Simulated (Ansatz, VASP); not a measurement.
# NbH: VASP beside Ansatz, part 2 of 2

Wanted: the spread between two codes on one cell, functional and k mesh. Of the first pair: The cell is taken from a series of runs on this material, whose earlier steps may have relaxed, scaled, displaced or heated it; both programs get it as it stands.

VASP 6.6.1 and Ansatz 0.2.0.

So far: Starting point; VASP: relaxation of cell and atoms, PBEsol, pair 1; Ansatz: relaxation of cell and atoms, PBEsol, pair 1; Comparison; Ansatz: relaxation of cell and atoms, PBEsol, pair 2.

**6. VASP: relaxation of cell and atoms, PBEsol, pair 2**

Level of this step: PBEsol; plane waves and PAW (Nb_sv, H) (VASP).

The same cell, functional, mesh and smearing now go to VASP, with its own data sets.

INCAR reads:

```
SYSTEM = NbH
PREC = Accurate
ENCUT = 500
EDIFF = 1E-07
NELM = 120
ISMEAR = 1
SIGMA = 0.15
LREAL = .FALSE.
ALGO = Normal
GGA = PS
NBANDS = 20
LASPH = .TRUE.
LORBIT = 11
LWAVE = .FALSE.
LCHARG = .FALSE.
ISIF = 3
IBRION = 2
NSW = 80
EDIFFG = -0.005
GGA_COMPAT = .FALSE.
NELMIN = 4
KPAR = 2
```

POSCAR reads:

```
NbH
1.0
    1.7245260000     -2.3991420000      0.0000000000
    1.7245260000      2.3991420000      0.0000000000
    0.0000000000      0.0000000000      4.9011220000
Nb H
2 2
Direct
    0.5000000000      0.0000000000      0.5000000000
    0.0000000000      0.5000000000      0.0000000000
    0.5000000000      0.5000000000      0.7499998980
    0.5000000000      0.5000000000      0.2499998980
```

KPOINTS reads:

```
Automatic mesh
0
Gamma
14 14 8
0 0 0
```

PAW data sets: Nb_sv and H (PBE family, release 64).

Started as:

```bash
mpirun -np 2 vasp_std
```

Numbers of over 12 decimals in the logs are rounded to 6 here.

Log:

```text
[banner, memory and clock lines left out]
running    2 mpi-ranks, on    1 nodes
[...]
[... a notice as in an earlier step ...]

 LDA part: xc-table for (Slater+PW92), standard interpolation
 POSCAR, INCAR and KPOINTS ok, starting setup
[...]
entering main loop
       N       E                     dE             d eps       ncg     rms          rms(c)
DAV:   1     0.300742990550E+03    0.30074E+03   -0.15574E+04 11416   0.142E+03
DAV:   2    -0.769931629011E+01   -0.30844E+03   -0.30084E+03 13020   0.558E+02
DAV:   3    -0.308115560555E+02   -0.23112E+02   -0.22493E+02 21804   0.111E+02
DAV:   4    -0.317282882748E+02   -0.91673E+00   -0.91049E+00 15904   0.198E+01
[...]
DAV:  11    -0.296487141937E+02   -0.14845E-04   -0.10926E-04 16072   0.909E-02    0.875E-03
DAV:  12    -0.296487141787E+02    0.15042E-07   -0.82296E-06 16492   0.288E-02    0.702E-03
DAV:  13    -0.296487141970E+02   -0.18339E-07   -0.47372E-07 13508   0.745E-03
   1 F= -.29648714E+02 E0= -.29648663E+02  d E =-.296487E+02
[...]
DAV:   9    -0.296487639902E+02    0.35185E-06   -0.68994E-08  6908   0.411E-03    0.211E-04
DAV:  10    -0.296487639603E+02    0.29855E-07   -0.23746E-08  6500   0.204E-03
   2 F= -.29648764E+02 E0= -.29648702E+02  d E =-.497633E-04
 trial-energy change:   -0.000050  1 .order   -0.000056   -0.000761    0.000648
 step:   0.5331(harm=  0.5399)  dis= 0.00000  next Energy=   -29.648916 (dE=-0.202E-03)
[...]
N       E                     dE             d eps       ncg     rms          rms(c)
DAV:   1    -0.296503085615E+02   -0.15446E-02   -0.49633E-02 12604   0.275E+00    0.287E-01
DAV:   2    -0.296491767498E+02    0.11318E-02   -0.49997E-03 15608   0.755E-01    0.121E-01
DAV:   3    -0.296488758879E+02    0.30086E-03   -0.15367E-03 21320   0.344E-01    0.526E-02
DAV:   4    -0.296488961793E+02   -0.20291E-04   -0.10908E-04 16156   0.753E-02    0.226E-02
DAV:   5    -0.296489136809E+02   -0.17502E-04   -0.10313E-04 19984   0.565E-02    0.161E-02
DAV:   6    -0.296489130111E+02    0.66979E-06   -0.60039E-06 14020   0.246E-02    0.135E-03
DAV:   7    -0.296489129635E+02    0.47600E-07   -0.45358E-07 15004   0.433E-03
   3 F= -.29648913E+02 E0= -.29648856E+02  d E =-.198767E-03
[...]
reached required accuracy - stopping structural energy minimisation
```

From OUTCAR (step 6):

```text
  Total       -0.0128669      0.0058004      0.0092378     -0.0000000      0.0000000      0.0000000
  in kB       -0.5097379      0.2297916      0.3659690     -0.0000000      0.0000000      0.0000000
  external PRESSURE =       0.0286742 kB  Pullay stress =       0.0000000 kB

 POSITION                                       TOTAL-FORCE (eV/Angst)
 -----------------------------------------------------------------------------------
      0.86149     -1.19842      2.44826        -0.000000      0.000000      0.000000
      0.86149      1.19842      0.00000         0.000000      0.000000      0.000000
      1.72298      0.00000      3.67239         0.000000     -0.000000      0.000000
      1.72298      0.00000      1.22413         0.000000      0.000000      0.000000
 -----------------------------------------------------------------------------------
    total drift:                                0.000000      0.000000      0.000008

  FREE ENERGIE OF THE ION-ELECTRON SYSTEM (eV)
  ---------------------------------------------------
  free  energy   TOTEN  =       -29.6489129635 eV

  energy  without entropy=      -29.6487420914  energy(sigma->0) =      -29.64885601

[... 1 part as in an earlier step ...]

[... 3 further parts left out ...]
[key lines of the parts left out:]
E-fermi :  11.0237
```

**7. Differences**

Compared:

```csv
quantity,Ansatz,VASP,difference
volume (Å³),40.56,40.44,+0.28 %
"edge a after relaxation, in the typed setting (Å)",2.955,2.952,+0.09 %
"edge c after relaxation, in the typed setting (Å)",4.901,4.896,+0.09 %
```

**8. Ansatz: relaxation of cell and atoms, PBEsol, pair 3**

The relaxed volume is the usual yardstick between codes: in a stiff, nearly cubic crystal its relative difference is about their pressure difference at one cell divided by the bulk modulus. Its start cell is another than that of the pair before, and may be another structure of the material.

The two relaxations start from unlike cells of this crystal, so only their ends are compared.

input.yaml reads:

```yaml
crystal:
  lattice:
    - [1.5831013608, -1.5831013608, -1.9651695099]
    - [-1.5831013608, -1.5831013608, 1.9651695099]
    - [-3.1662027215, 0.0, -3.9303390198]
  atoms:
    - { symbol: Nb, position: [0.5, 0.5, 0.5] }
    - { symbol: Nb, position: [1.0, 0.0, 1.0] }
    - { symbol: H, position: [0.2057829955, 0.7057829955, 0.25] }
    - { symbol: H, position: [0.7942170045, 0.2942170045, 0.75] }
kpoints:
  mp_grid: { grid: [14, 14, 8] }
hamiltonian:
  xc: pbesol
  pseudopotentials: { kind: nc }
scf:
  occupations: { method: methfessel_paxton, width: 0.15 }
output:
  forces: true
  stress: true
  eigenvalues: true
relax:
  adjacent_minimum: "off"
  f_tol: 0.002
  max_steps: 120
  cell: { stress_tol: 0.03 }
```

Started as:

```bash
ansatz run input.yaml --threads 4 --pin off --max-ram 7168MiB --backend cpu --events-out ev --progress --plain --runs-dir out
```

Log:

```text
[...]
Crystal: 4 atoms, lattice volume = 39.401 Å³
Basis set: ecut = 1115.666836 eV, 3329 PW (Γ), exchange–correlation on 72×72×120 points (8 copies of the dense FFT grid, shifted against one another)
Bands: 18, of which v1, the nominal top of the filled ones, is band 14 counted from 1 (13 counted from 0)
Symmetry: 4 space group operations
[...]
k-points: 429 of 1568
[...]
cell:  # Å, volume = 40.5556 Å³
    - [1.694486, -1.724526, -1.698412]
    - [-1.694486, -1.724526, 1.698412]
    - [-3.469518, 1.040564640489008e-16, -3.461710]
  atoms:
    - { symbol: Nb, position: [0.500000, 0.500000, 0.5] }
    - { symbol: Nb, position: [1.0, 0.0, 1.0] }
    - { symbol: H, position: [1.787101420887933e-5, 0.500018, 0.250000] }
    - { symbol: H, position: [0.999982, 0.499982, 0.750000] }
[key lines of the parts left out:]
SCF converged after 4 iterations
Free energy (F): -3420.366500 eV
Fermi energy:    17.130521 eV
P = ⅓ Tr σ = 0.0030 GPa (0.030 kbar)
```

**9. VASP: relaxation of cell and atoms, PBEsol, pair 3**

Its own start cell and the same functional, mesh and smearing now go to VASP, with its own data sets.

INCAR is that of step 6.

POSCAR reads:

```
NbH
1.0
    1.6910495494     -1.7201602877     -1.6994718049
   -1.6910495494     -1.7201602877      1.6994718049
   -3.4615300588      0.0000000000     -3.4647159951
Nb H
2 2
Direct
    0.5000001426      0.4999998574      0.4999999846
    0.0000001579      0.9999998421      0.9999998421
    0.0015985607      0.5015984181      0.2499999923
    0.9984015972      0.4984014239      0.7499998498
```

KPOINTS is that of step 6.

Started as:

```bash
mpirun -np 2 vasp_std
```

Log:

```text
[... set-up lines as in an earlier step ...]
 entering main loop
       N       E                     dE             d eps       ncg     rms          rms(c)
DAV:   1     0.299837452192E+03    0.29984E+03   -0.15369E+04 17168   0.142E+03
DAV:   2    -0.107488015117E+02   -0.31059E+03   -0.30264E+03 19736   0.549E+02
DAV:   3    -0.309176394870E+02   -0.20169E+02   -0.19527E+02 32492   0.109E+02
DAV:   4    -0.317232627943E+02   -0.80562E+00   -0.79719E+00 23856   0.181E+01
[...]
DAV:  11    -0.296484997683E+02   -0.14459E-04   -0.11186E-04 24104   0.921E-02    0.836E-03
DAV:  12    -0.296484996791E+02    0.89167E-07   -0.86489E-06 24808   0.291E-02    0.695E-03
DAV:  13    -0.296484997013E+02   -0.22176E-07   -0.49991E-07 20372   0.749E-03
   1 F= -.29648500E+02 E0= -.29648458E+02  d E =-.296485E+02
[... from here on, the cycles between the ionic steps are left out ...]
   2 F= -.29648564E+02 E0= -.29648519E+02  d E =-.642841E-04
   3 F= -.29648566E+02 E0= -.29648522E+02  d E =-.666831E-04
   4 F= -.29648586E+02 E0= -.29648537E+02  d E =-.197880E-04
   5 F= -.29648592E+02 E0= -.29648538E+02  d E =-.257485E-04
   6 F= -.29648605E+02 E0= -.29648549E+02  d E =-.131884E-04
   7 F= -.29648608E+02 E0= -.29648550E+02  d E =-.155201E-04
   8 F= -.29648618E+02 E0= -.29648561E+02  d E =-.102241E-04
[...]
trial-energy change:   -0.000010  1 .order   -0.000010   -0.000012   -0.000009
 step:   4.1209(harm=  4.4500)  dis= 0.00284  next Energy=   -29.648633 (dE=-0.251E-04)
 reached required accuracy - stopping structural energy minimisation
```

From OUTCAR (step 9):

```text
  Total        0.0123639     -0.0168496     -0.0067721      0.0000000      0.0000000     -0.0006551
  in kB        0.4897956     -0.6674952     -0.2682767      0.0000000      0.0000000     -0.0259511
  external PRESSURE =      -0.1486588 kB  Pullay stress =       0.0000000 kB

 POSITION                                       TOTAL-FORCE (eV/Angst)
 -----------------------------------------------------------------------------------
     -1.73227     -1.72295     -1.73051         0.000000      0.000000     -0.000000
     -5.15667     -1.72295     -1.76375        -0.000000      0.000000     -0.000000
     -1.71220     -0.86399     -0.01662         0.000000      0.003205     -0.000000
     -1.75234     -2.58191     -3.44440         0.000000     -0.003205      0.000000
 -----------------------------------------------------------------------------------
    total drift:                               -0.000971      0.000111      0.000782

  FREE ENERGIE OF THE ION-ELECTRON SYSTEM (eV)
  ---------------------------------------------------
  free  energy   TOTEN  =       -29.6486178772 eV

  energy  without entropy=      -29.6484482223  energy(sigma->0) =      -29.64856133

[... 1 part as in an earlier step ...]

[... 3 further parts left out ...]
[key lines of the parts left out:]
E-fermi :  11.0233
```

The run keeps the 4 symmetry operations of its start, so it cannot find a distortion of lower symmetry.

**10. Differences**

The two programs side by side:

```csv
quantity,Ansatz,VASP,difference
volume (Å³),40.56,40.44,+0.28 %
"edge a after relaxation, in the typed setting (Å)",2.955,2.952,+0.10 %
"edge c after relaxation, in the typed setting (Å)",4.901,4.897,+0.08 %
```

**11. Summary of results**

```
difference in volume (relaxation of cell and atoms, PBEsol, pair 1) : 0.28 %
difference in volume (relaxation of cell and atoms, PBEsol, pair 2) : 0.28 %
difference in volume (relaxation of cell and atoms, PBEsol, pair 3) : 0.28 %
```

What this shows: The difference in volume is 0.28 % (relaxation of cell and atoms, PBEsol, pair 2), within the 1.2 % picked in this series as the mark of a large difference, as far as the stopping tolerances let one tell. 2 further runs of this series are not shown here. Such differences can come from data sets, numerical settings and the points named under the comparisons, not from the functional's error against experiment.

[Lines on the potential files, build, host, timing and source positions are cut from VASP's logs without a mark.]

[Logs are printed without paths, hosts, clocks, repeated set-up lines and the standing remarks that a program may print on its own settings, such as how far it seeks lower states.]

[Hosts, paths, dates, database ids (printed as entryN), source tags and the programs' standing remarks are cut or masked in the printed files.]
